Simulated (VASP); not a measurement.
Energy against volume of NiAl (CsCl type). Level of theory: PBE GGA, VASP's PBE PAW potentials (set 64) (plane waves; VASP). Settings: 520 eV cut-off, 13×13×13 Γ-centred mesh, first-order Methfessel-Paxton smearing of 0.10 eV, potentials Al Ni.

| V (Å³/atom) | E (eV/atom) |
|---|---|
| 11.761 | -5.26651 |
| 12.125 | -5.27141 |
| 12.488 | -5.26551 |
| 12.852 | -5.25044 |

Q: Fit these four points and predict the energy of the run at 11.397 Å³/atom.

A: A cubic in V^(−2/3), the third-order Birch-Murnaghan form, passes through the four points with V0 = 12.10 Å³/atom and B0 = 160 GPa, and gives -5.2488 eV/atom there. The run gave -5.2489 eV/atom, -0.1 meV/atom from the fit; all five points give B0 = 160 GPa.

The compound is NiAl in the CsCl type structure. It was relaxed first. The run is not spin-polarised, so no magnetic state was tried.
